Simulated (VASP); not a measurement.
# P3W4 (Pm-3m) in VASP: reference runs

Aim: a first look at P3W4 with PBE, on the cell as given.

Program: VASP 6.6.1. These are calculated values, not measurements. Logs are shortened: lines on timing, memory, paths and dates and some standing lists are left out, and cuts for length are marked.

### 1 The crystal as given

The structure is cubic, space group Pm-3m (No. 221). Conventional cell: a = 4.829 Å, b = 4.829 Å, c = 4.829 Å, α = 90.00°, β = 90.00°, γ = 90.00°. P (site symmetry 4/mmm) is surrounded by 6 W at 2.41 Å. Around W (site symmetry m-3m) lie 6 P at 2.41 Å. Around W (site symmetry 4/mmm) lie 4 P at 2.41 Å.

The cell was built by a generator and needn't be a form met in nature.

### 2 Single point, PBE

INCAR reads:

```
SYSTEM = P3W4
PREC = Accurate ; ENCUT = 520
EDIFF = 1E-7 ; ISMEAR = -1
SIGMA = 0.05 ; LREAL = .False.
LASPH = .True. ; NELM = 80
ALGO = Normal ; ISIF = 2
LWAVE = .False. ; LCHARG = .False.
GGA = PE ; NBANDS = 44
```

KPOINTS reads:

```
Automatic mesh
0
Gamma
  6 6 6
  0 0 0
```

POSCAR reads:

```
P3W4
1.0
    4.8293300000      0.0000000000      0.0000000000
    0.0000000000      4.8293300000      0.0000000000
    0.0000000000      0.0000000000      4.8293300000
P W
3 4
Direct
    0.5000000000      0.5000000000      0.0000000000
    0.0000000000      0.5000000000      0.5000000000
    0.5000000000      0.0000000000      0.5000000000
    0.5000000000      0.5000000000      0.5000000000
    0.5000000000      0.0000000000      0.0000000000
    0.0000000000      0.5000000000      0.0000000000
    0.0000000000      0.0000000000      0.5000000000
```

Potentials or basis: VASP PAW PBE potentials, release 64 (P, W_sv).

Started as:

```sh
$ cat potpaw_PBE.64/P/POTCAR potpaw_PBE.64/W_sv/POTCAR > POTCAR
$ mpirun -np 1 vasp_std > vasp.out
```

OUTCAR:

```text
SYSTEM = P3W4
   PREC = Accurate
   ENCUT = 520
   EDIFF = 1E-7
   ISMEAR = -1
   LREAL = .False.
   LASPH = .True.
   NELM = 80
   ISIF = 2
   GGA = PE

 ion  position               nearest neighbor table
   1  0.500  0.500  0.000-   4 2.41   5 2.41   6 2.41   4 2.41   5 2.41   6 2.41
   2  0.000  0.500  0.500-   4 2.41   6 2.41   7 2.41   6 2.41   7 2.41   4 2.41
   3  0.500  0.000  0.500-   4 2.41   5 2.41   7 2.41   5 2.41   4 2.41   7 2.41
   4  0.500  0.500  0.500-   1 2.41   2 2.41   3 2.41   1 2.41   3 2.41   2 2.41   5 3.41   5 3.41
                             6 3.41   6 3.41   5 3.41   7 3.41   5 3.41   7 3.41   6 3.41   7 3.41
   5  0.500  0.000  0.000-   1 2.41   3 2.41   3 2.41   1 2.41   7 3.41   4 3.41   4 3.41   7 3.41
                             6 3.41   4 3.41   6 3.41   4 3.41   6 3.41   7 3.41   7 3.41   6 3.41
   6  0.000  0.500  0.000-   1 2.41   2 2.41   2 2.41   1 2.41   7 3.41   4 3.41   4 3.41   7 3.41
                             5 3.41   7 3.41   7 3.41   5 3.41   4 3.41   5 3.41   4 3.41   5 3.41
   7  0.000  0.000  0.500-   2 2.41   3 2.41   2 2.41   3 2.41   6 3.41   5 3.41   6 3.41   4 3.41
                             4 3.41   6 3.41   6 3.41   5 3.41   4 3.41   5 3.41   5 3.41   4 3.41

  LATTYP: Found a simple cubic cell.
 ALAT       =     4.8293300000

  Lattice vectors:

 A1 = (   4.8293300000,   0.0000000000,   0.0000000000)
 A2 = (   0.0000000000,   4.8293300000,   0.0000000000)
 A3 = (   0.0000000000,   0.0000000000,   4.8293300000)

Analysis of symmetry for initial positions (statically):
=====================================================================
 Subroutine PRICEL returns:
 Original cell was already a primitive cell.

 Routine SETGRP: Setting up the symmetry group for a
 simple cubic supercell.

 Subroutine GETGRP returns: Found 48 space group operations
 (whereof 48 operations were pure point group operations)
 out of a pool of 48 trial point group operations.

The static configuration has the point symmetry O_h .

Analysis of symmetry for dynamics (positions and initial velocities):
=====================================================================
 Subroutine PRICEL returns:
 Original cell was already a primitive cell.

 Routine SETGRP: Setting up the symmetry group for a
 simple cubic supercell.

 Subroutine GETGRP returns: Found 48 space group operations
 (whereof 48 operations were pure point group operations)
 out of a pool of 48 trial point group operations.

The dynamic configuration has the point symmetry O_h .

 Subroutine INISYM returns: Found 48 space group operations
 (whereof 48 operations are pure point group operations),
 and found     1 'primitive' translations

----------------------------------------------------------------------------------------

                                     Primitive cell

  volume of cell :     112.6317

  direct lattice vectors                    reciprocal lattice vectors
     4.829330000  0.000000000  0.000000000     0.207068061  0.000000000  0.000000000
     0.000000000  4.829330000  0.000000000     0.000000000  0.207068061  0.000000000
     0.000000000  0.000000000  4.829330000     0.000000000  0.000000000  0.207068061

  length of vectors
     4.829330000  4.829330000  4.829330000     0.207068061  0.207068061  0.207068061

  position of ions in fractional coordinates (direct lattice)
     0.500000000  0.500000000  0.000000000
     0.000000000  0.500000000  0.500000000
     0.500000000  0.000000000  0.500000000
     0.500000000  0.500000000  0.500000000
     0.500000000  0.000000000  0.000000000
     0.000000000  0.500000000  0.000000000
     0.000000000  0.000000000  0.500000000

  ion indices of the primitive-cell ions
   primitive index   ion index
                 1           1
                 2           2
                 3           3
                 4           4
                 5           5
                 6           6
                 7           7

----------------------------------------------------------------------------------------

 KPOINTS: Automatic mesh

Automatic generation of k-mesh.
 Grid dimensions read from file:
 generate k-points for:    6    6    6

 Generating k-lattice:

  Cartesian coordinates                     Fractional coordinates (reciprocal lattice)
     0.034511344  0.000000000  0.000000000     0.166666667  0.000000000  0.000000000
     0.000000000  0.034511344  0.000000000     0.000000000  0.166666667  0.000000000
     0.000000000  0.000000000  0.034511344     0.000000000  0.000000000  0.166666667

  Length of vectors
     0.034511344  0.034511344  0.034511344

  Shift w.r.t. Gamma in fractional coordinates (k-lattice)
     0.000000000  0.000000000  0.000000000

 Subroutine IBZKPT returns following result:
 ===========================================

 Found     20 irreducible k-points:

 Following reciprocal coordinates:
            Coordinates               Weight
  0.000000  0.000000  0.000000      1.000000
  0.166667  0.000000  0.000000      6.000000
  0.333333  0.000000  0.000000      6.000000
  0.500000  0.000000  0.000000      3.000000
  0.166667  0.166667  0.000000     12.000000
  0.333333  0.166667  0.000000     24.000000
[... 12 lines left out ...]
  0.500000  0.500000  0.333333      6.000000
  0.500000  0.500000  0.500000      1.000000
   k-points           NKPTS =     20   k-points in BZ     NKDIM =     20   number of bands    NBANDS=     44
   number of dos      NEDOS =    301   number of ions     NIONS =      7
   total plane-waves  NPLWV =  46656
   dimension x,y,z NGX =    36 NGY =   36 NGZ =   36
   dimension x,y,z NGXF=    72 NGYF=   72 NGZF=   72
   ions per type =               3   4
   NGX,Y,Z   is equivalent  to a cutoff of  12.39, 12.39, 12.39 a.u.
   NGXF,Y,Z  is equivalent  to a cutoff of  24.79, 24.79, 24.79 a.u.
 SYSTEM =  P3W4
   PREC   = accura    normal or accurate (medium, high low for compatibility)
   ISTART =      0    job   : 0-new  1-cont  2-samecut
   ICHARG =      2    charge: 1-file 2-atom 10-const
   ISPIN  =      1    spin polarized calculation?
   LNONCOLLINEAR =      F non collinear calculations
   LSORBIT =      F    spin-orbit coupling
   LASPH  =      T    aspherical Exc in radial PAW
   ENCUT  =  520.0 eV  38.22 Ry    6.18 a.u.   8.98  8.98  8.98*2*pi/ulx,y,z
   NELM   =     80;   NELMIN=  2; NELMDL= -5     # of ELM steps
   EDIFF  = 0.1E-06   stopping-criterion for ELM
   LREAL  =      F    real-space projection
   EDIFFG = 0.1E-05   stopping-criterion for IOM
   NSW    =      0    number of steps for IOM
   IBRION =     -1    ionic relax: 0-MD 1-quasi-New 2-CG
   NFREE  =      0    steps in history (QN), initial steepest desc. (CG)
   ISIF   =      2    stress and relaxation
   ISYM   =      2    0-nonsym 1-usesym 2-fastsym
   POTIM  = 0.5000    time-step for ionic-motion
   TEBEG  =    0.0;   TEEND  =   0.0 temperature during run
   PSTRESS=    0.0 pullay stress
   NELECT =      71.0000    total number of electrons
   NUPDOWN=      -1.0000    fix difference up-down
   EMIN   =  10.00;   EMAX   =-10.00  energy-range for DOS
   EFERMI =   0.00;   METHOD = LEGACY
   ISMEAR =    -1;   SIGMA  =   0.05  broadening in eV -4-tet -1-fermi 0-gaus
   EFERMI_NEDOS =   21; number of points for ismear=-14 and -15
   IALGO  =     38    algorithm
   IMIX   =      4    mixing-type and parameters
     AMIX     =   0.40;   BMIX     =  1.00
     AMIX_MAG =   1.60;   BMIX_MAG =  1.00
  volume/ion in A,a.u.               =      16.09       108.58
  Fermi-wavevector in a.u.,A,eV,Ry     =   1.403699  2.652607 26.808532  1.970372
  Thomas-Fermi vector in A             =   2.526335
   LORBIT       =      0    0 simple, 1 ext, 2 COOP (PROOUT), +10 PAW based schemes
   GGA     = PE    functional components
   LHFCALC =     F    Hartree Fock is set to
   AEXX    =    0.0000 exact exchange contribution
   IVDW    =     0    specifies the selected vdW correction
   LEPSILON=     F    determine dielectric tensor
   LRPA    =     F    only Hartree local field effects (RPA)
 non-spin polarized calculation
  energy-cutoff  :      520.00
  volume of cell :      112.63
 maximum number of plane-waves:      3068
 NGX is ok and might be reduce to    36
   NGX = 17   NGY = 17   NGZ = 17

 number of electron      70.9999973 magnetization

 Free energy of the ion-electron system (eV)
  ---------------------------------------------------
  ext. energy  EPLUGINS =         0.00000000
  ---------------------------------------------------
  free energy    TOTEN  =       -63.56423864 eV

  energy without entropy =      -63.50485708  energy(sigma->0) =      -63.53454786

 E-fermi :  10.1264     XC(G=0): -12.3241

 val. band max:       10.1197251228   @ k =   0.3333   0.1667   0.0000
 cond. band min:      10.1340258141   @ k =   0.5000   0.3333   0.1667
 fundamental gap:      0.0143006913
 Fermi energy:        10.1263875314

 k-point     1 :       0.0000    0.0000    0.0000
  band No.  band energies     occupation
      1     -64.7151      2.00000
      2     -64.3204      2.00000
      3     -64.3121      2.00000
      4     -64.3121      2.00000
      5     -29.0394      2.00000
      6     -29.0394      2.00000
[... 36 lines left out ...]
     43      11.6140      0.00000
     44      11.6141      0.00000

 k-point     2 :       0.1667    0.0000    0.0000
  band No.  band energies     occupation
      1     -64.7151      2.00000
      2     -64.3200      2.00000
      3     -64.3126      2.00000
      4     -64.3121      2.00000
      5     -29.0374      2.00000
      6     -29.0374      2.00000
[... 36 lines left out ...]
     43      11.6799      0.00000
     44      12.0463      0.00000

 k-point     3 :       0.3333    0.0000    0.0000
  band No.  band energies     occupation
      1     -64.7151      2.00000
      2     -64.3187      2.00000
      3     -64.3139      2.00000
      4     -64.3121      2.00000
      5     -29.0335      2.00000
      6     -29.0335      2.00000
[... 36 lines left out ...]
     43      12.2339      0.00000
     44      12.2801      0.00000

 k-point     4 :       0.5000    0.0000    0.0000
  band No.  band energies     occupation
      1     -64.7150      2.00000
      2     -64.3177      2.00000
      3     -64.3149      2.00000
      4     -64.3121      2.00000
      5     -29.0315      2.00000
      6     -29.0315      2.00000
[... 694 lines left out ...]
     43      12.8399      0.00000
     44      13.8882      0.00000

 k-point    19 :       0.5000    0.5000    0.3333
  band No.  band energies     occupation
      1     -64.7149      2.00000
      2     -64.3149      2.00000
      3     -64.3149      2.00000
      4     -64.3149      2.00000
      5     -29.0537      2.00000
      6     -29.0537      2.00000
[... 36 lines left out ...]
     43      12.8422      0.00000
     44      13.5242      0.00000

 k-point    20 :       0.5000    0.5000    0.5000
  band No.  band energies     occupation
      1     -64.7149      2.00000
      2     -64.3149      2.00000
      3     -64.3149      2.00000
      4     -64.3149      2.00000
      5     -29.0576      2.00000
      6     -29.0576      2.00000
[... 36 lines left out ...]
     43      13.0513      0.00000
     44      13.0513      0.00000

------------------------ aborting loop because EDIFF is reached ----------------------------------------

  FORCE on cell =-STRESS in cart. coord.  units (eV):
  Direction    XX          YY          ZZ          XY          YZ          ZX
  --------------------------------------------------------------------------------------
  -------------------------------------------------------------------------------------
  Total        0.1003612      0.1003612      0.1003612      0.0000000     -0.0000000      0.0000000
  in kB        1.4276302      1.4276302      1.4276302      0.0000000     -0.0000000      0.0000000
  external PRESSURE =       1.4276302 kB  Pullay stress =       0.0000000 kB

 VOLUME and BASIS-vectors are now :
 -----------------------------------------------------------------------------
  energy-cutoff  :      520.00
  volume of cell :      112.63
      direct lattice vectors                 reciprocal lattice vectors
     4.829330000  0.000000000  0.000000000     0.207068061  0.000000000  0.000000000
     0.000000000  4.829330000  0.000000000     0.000000000  0.207068061  0.000000000
     0.000000000  0.000000000  4.829330000     0.000000000  0.000000000  0.207068061

 POSITION                                       TOTAL-FORCE (eV/Angst)
 -----------------------------------------------------------------------------------
      2.41466      2.41466      0.00000         0.000000      0.000000      0.000000
      0.00000      2.41466      2.41466         0.000000      0.000000      0.000000
      2.41466      0.00000      2.41466         0.000000      0.000000      0.000000
      2.41466      2.41466      2.41466         0.000000      0.000000      0.000000
      2.41466      0.00000      0.00000         0.000000      0.000000      0.000000
      0.00000      2.41466      0.00000         0.000000      0.000000      0.000000
      0.00000      0.00000      2.41466         0.000000      0.000000      0.000000
 -----------------------------------------------------------------------------------
    total drift:                                0.000000      0.000000     -0.000000

  FREE ENERGIE OF THE ION-ELECTRON SYSTEM (eV)
  ---------------------------------------------------
  free  energy   TOTEN  =       -63.5642386392 eV

  energy  without entropy=      -63.5048570767  energy(sigma->0) =      -63.53454786
```

Run time: 100 s. Hardware: 1 thread of Intel Xeon Platinum 8559C (Emerald Rapids), shared host; peak memory 0.24 GiB.

Results:

```yaml
Free_energy: -63.5642 eV
Pressure: 0.1 GPa
Band_gap_on_the_k_mesh: none (metal or under the smearing width)
```
